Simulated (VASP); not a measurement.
Output of a VASP run:

File OUTCAR:
```
 ion  position               nearest neighbor table
   1  0.000  0.000  0.000-   2 2.55   2 2.55   2 2.55   2 2.55   2 2.55   2 2.55   2 2.55   2 2.55
  LATTYP: Found a simple cubic cell.
 ALAT       =     2.9395948506
 Subroutine PRICEL returns:
 Original cell was already a primitive cell.
 Subroutine GETGRP returns: Found 48 space group operations
The static configuration has the point symmetry O_h .
The dynamic configuration has the point symmetry O_h .
 Subroutine INISYM returns: Found 48 space group operations
 Subroutine IBZKPT returns following result:
 Found    120 irreducible k-points:

 Following reciprocal coordinates:
            Coordinates               Weight
  0.000000  0.000000  0.000000      1.000000
  0.071429  0.000000  0.000000      6.000000
  0.142857  0.000000  0.000000      6.000000
  0.214286  0.000000  0.000000      6.000000
  0.285714  0.000000  0.000000      6.000000
  0.357143  0.000000  0.000000      6.000000
  0.428571  0.000000  0.000000      6.000000
  0.500000  0.000000  0.000000      3.000000
  0.071429  0.071429  0.000000     12.000000
  0.142857  0.071429  0.000000     24.000000
  0.214286  0.071429  0.000000     24.000000
  0.285714  0.071429  0.000000     24.000000
  0.357143  0.071429  0.000000     24.000000
  0.428571  0.071429  0.000000     24.000000
  0.500000  0.071429  0.000000     12.000000
  0.142857  0.142857  0.000000     12.000000
  0.214286  0.142857  0.000000     24.000000
  0.285714  0.142857  0.000000     24.000000
  0.357143  0.142857  0.000000     24.000000
  0.428571  0.142857  0.000000     24.000000
  0.500000  0.142857  0.000000     12.000000
  0.214286  0.214286  0.000000     12.000000
  0.285714  0.214286  0.000000     24.000000
  0.357143  0.214286  0.000000     24.000000
  0.428571  0.214286  0.000000     24.000000
  0.500000  0.214286  0.000000     12.000000
  0.285714  0.285714  0.000000     12.000000
  0.357143  0.285714  0.000000     24.000000
  0.428571  0.285714  0.000000     24.000000
  0.500000  0.285714  0.000000     12.000000
  0.357143  0.357143  0.000000     12.000000
  0.428571  0.357143  0.000000     24.000000
  0.500000  0.357143  0.000000     12.000000
  0.428571  0.428571  0.000000     12.000000
  0.500000  0.428571  0.000000     12.000000
  0.500000  0.500000  0.000000      3.000000
  0.071429  0.071429  0.071429      8.000000
  0.142857  0.071429  0.071429     24.000000
  0.214286  0.071429  0.071429     24.000000
  0.285714  0.071429  0.071429     24.000000
   k-points           NKPTS =    120   k-points in BZ     NKDIM =    120   number of bands    NBANDS=     14
   number of dos      NEDOS =    601   number of ions     NIONS =      2
   total plane-waves  NPLWV =  13824
   dimension x,y,z NGX =    24 NGY =   24 NGZ =   24
   dimension x,y,z NGXF=    48 NGYF=   48 NGZF=   48
   ions per type =               1   1
   PREC   = accura    normal or accurate (medium, high low for compatibility)
   ISTART =      0    job   : 0-new  1-cont  2-samecut
   ICHARG =      2    charge: 1-file 2-atom 10-const
   ISPIN  =      1    spin polarized calculation?
   LNONCOLLINEAR =      F non collinear calculations
   LSORBIT =      F    spin-orbit coupling
   INIWAV =      1    electr: 0-lowe 1-rand  2-diag
   ENCUT  =  520.0 eV  38.22 Ry    6.18 a.u.   5.47  5.47  5.47*2*pi/ulx,y,z
   NELM   =    100;   NELMIN=  2; NELMDL= -5     # of ELM steps
   EDIFF  = 0.1E-06   stopping-criterion for ELM
   LREAL  =      F    real-space projection
   NLSPLINE    = F    spline interpolate recip. space projectors
   LMAXMIX     =    4 max onsite mixed and CHGCAR
   VOSKOWN=      0    Vosko Wilk Nusair interpolation
   EDIFFG = 0.1E-05   stopping-criterion for IOM
   NSW    =      0    number of steps for IOM
   NBLOCK =      1;   KBLOCK =      1    inner block; outer block
   IBRION =     -1    ionic relax: 0-MD 1-quasi-New 2-CG
   NFREE  =      0    steps in history (QN), initial steepest desc. (CG)
...
```

### OSZICAR
```
       N       E                     dE             d eps       ncg     rms          rms(c)
DAV:   1     0.222890570915E+03    0.22289E+03   -0.16447E+04  3386   0.323E+03
DAV:   2     0.176786651406E+02   -0.20521E+03   -0.20173E+03  3900   0.597E+02
DAV:   3    -0.102479922647E+02   -0.27927E+02   -0.27587E+02  6246   0.213E+02
DAV:   4    -0.126449981905E+02   -0.23970E+01   -0.23849E+01  5426   0.637E+01
DAV:   5    -0.129170519266E+02   -0.27205E+00   -0.27168E+00  5986   0.146E+01    0.192E+01
DAV:   6    -0.109259574055E+02    0.19911E+01   -0.12840E+02  3956   0.119E+02    0.154E+01
DAV:   7    -0.126238880565E+02   -0.16979E+01   -0.20932E+01  4656   0.798E+01    0.128E+01
DAV:   8    -0.123034129894E+02    0.32048E+00   -0.26311E+00  4838   0.228E+01    0.866E+00
DAV:   9    -0.986860735368E+01    0.24348E+01   -0.62885E+00  4118   0.276E+01    0.449E+00
DAV:  10    -0.120528307646E+02   -0.21842E+01   -0.70681E+00  4560   0.316E+01    0.344E+00
DAV:  11    -0.121915057660E+02   -0.13868E+00   -0.78038E-01  4030   0.113E+01    0.244E+00
DAV:  12    -0.121232728842E+02    0.68233E-01   -0.58405E-01  4700   0.635E+00    0.124E+00
DAV:  13    -0.121283982742E+02   -0.51254E-02   -0.10780E-01  4316   0.387E+00    0.128E+00
DAV:  14    -0.121445295677E+02   -0.16131E-01   -0.59765E-02  4922   0.231E+00    0.619E-01
DAV:  15    -0.121477043444E+02   -0.31748E-02   -0.48943E-02  4396   0.178E+00    0.195E-01
DAV:  16    -0.121477462996E+02   -0.41955E-04   -0.28315E-03  3910   0.582E-01    0.114E-01
DAV:  17    -0.121477741117E+02   -0.27812E-04   -0.92651E-05  4754   0.840E-02    0.109E-01
DAV:  18    -0.121477286927E+02    0.45419E-04   -0.29924E-05  4226   0.566E-02    0.109E-01
DAV:  19    -0.121477378995E+02   -0.92068E-05   -0.34361E-04  3732   0.290E-01    0.631E-02
DAV:  20    -0.121477333051E+02    0.45944E-05   -0.10876E-04  4720   0.697E-02    0.386E-02
DAV:  21    -0.121477252760E+02    0.80291E-05   -0.10973E-05  3868   0.430E-02    0.291E-02
DAV:  22    -0.121477187536E+02    0.65224E-05   -0.77798E-06  4724   0.370E-02    0.130E-02
DAV:  23    -0.121477150505E+02    0.37031E-05   -0.11864E-05  3864   0.404E-02    0.792E-03
DAV:  24    -0.121477157078E+02   -0.65729E-06   -0.19885E-06  4852   0.161E-02    0.479E-03
DAV:  25    -0.121477169383E+02   -0.12305E-05   -0.15427E-06  4908   0.123E-02    0.341E-03
DAV:  26    -0.121477170353E+02   -0.96926E-07   -0.13086E-07  2028   0.550E-03
   1 F= -.12147717E+02 E0= -.12147717E+02  d E =0.000000E+00
       N       E                     dE             ncg
```

**OUTCAR**
```
------------------------ aborting loop because EDIFF is reached ----------------------------------------
  FORCE on cell =-STRESS in cart. coord.  units (eV):
  Direction    XX          YY          ZZ          XY          YZ          ZX
  --------------------------------------------------------------------------------------
  Total       -0.0237411     -0.0237411     -0.0237411      0.0000000      0.0000000      0.0000000
  in kB       -1.4974395     -1.4974395     -1.4974395      0.0000000      0.0000000      0.0000000
  external PRESSURE =      -1.4974395 kB  Pullay stress =       0.0000000 kB
  volume of cell :       25.40
      direct lattice vectors                 reciprocal lattice vectors
     2.939594851  0.000000000  0.000000000     0.340182934  0.000000000  0.000000000
     0.000000000  2.939594851  0.000000000     0.000000000  0.340182934  0.000000000
     0.000000000  0.000000000  2.939594851     0.000000000  0.000000000  0.340182934
 POSITION                                       TOTAL-FORCE (eV/Angst)
 -----------------------------------------------------------------------------------
      0.00000      0.00000      0.00000         0.000000      0.000000      0.000000
      1.46980      1.46980      1.46980         0.000000      0.000000      0.000000
 -----------------------------------------------------------------------------------
    total drift:                               -0.000000      0.000000     -0.000000
  FREE ENERGIE OF THE ION-ELECTRON SYSTEM (eV)
  ---------------------------------------------------
  free  energy   TOTEN  =       -12.1477170353 eV

  energy  without entropy=      -12.1477170353  energy(sigma->0) =      -12.14771704

 total charge

# of ion       s       p       d       tot
------------------------------------------
    1        2.239   6.190   1.868  10.296
    2        0.545   0.481   7.338   8.364
--------------------------------------------------
tot          2.783   6.671   9.206  18.660
```
(Selected blocks of OUTCAR.)

POSCAR:
```
TiCo
1
    2.9395948506     0.0000000000     0.0000000000
    0.0000000000     2.9395948506     0.0000000000
    0.0000000000     0.0000000000     2.9395948506
Ti Co
1 1
Direct
  0.0000000000   0.0000000000   0.0000000000
  0.5000000000   0.5000000000   0.5000000000
```

Problem. Write an INCAR and KPOINTS that could have produced this output.

Solution. Several could match; the one computed here: the input of the run itself, revTPSS meta-GGA, plane waves, VASP's PBE PAW potentials (set 64).

INCAR:
```
SYSTEM = TiCo
PREC = Accurate
ENCUT = 520
EDIFF = 1E-7
NELM = 100
ALGO = Normal
LREAL = .FALSE.
LASPH = .TRUE.
ISMEAR = -5
METAGGA = RTPSS
LMIXTAU = .TRUE.
LMAXMIX = 4
LWAVE = .FALSE.
LCHARG = .FALSE.
LORBIT = 11
NEDOS = 601
ISIF = 2
```

KPOINTS_OPT:
```
k-points along high-symmetry lines
10
Line-mode
Reciprocal
  0.000000   0.000000   0.000000 ! GAMMA
  0.000000   0.500000   0.000000 ! X

  0.000000   0.500000   0.000000 ! X
  0.500000   0.500000   0.000000 ! M

  0.500000   0.500000   0.000000 ! M
  0.000000   0.000000   0.000000 ! GAMMA

  0.000000   0.000000   0.000000 ! GAMMA
  0.500000   0.500000   0.500000 ! R

  0.500000   0.500000   0.500000 ! R
  0.000000   0.500000   0.000000 ! X

  0.500000   0.500000   0.500000 ! R
  0.500000   0.500000   0.000000 ! M
```

**KPOINTS**
```
Automatic mesh
0
Gamma
14 14 14
0 0 0
```

POTCAR, in this order: Ti_sv Co (PBE.64 set). Program: vasp_std.

For a metal the tetrahedron method with Blöchl corrections gives inexact stress and forces.

The compound is TiCo in the CsCl type structure. It was relaxed first. The run is not spin-polarised, so no magnetic state was tried. The electron count is odd and the run is not spin-polarised, which forces a metal.
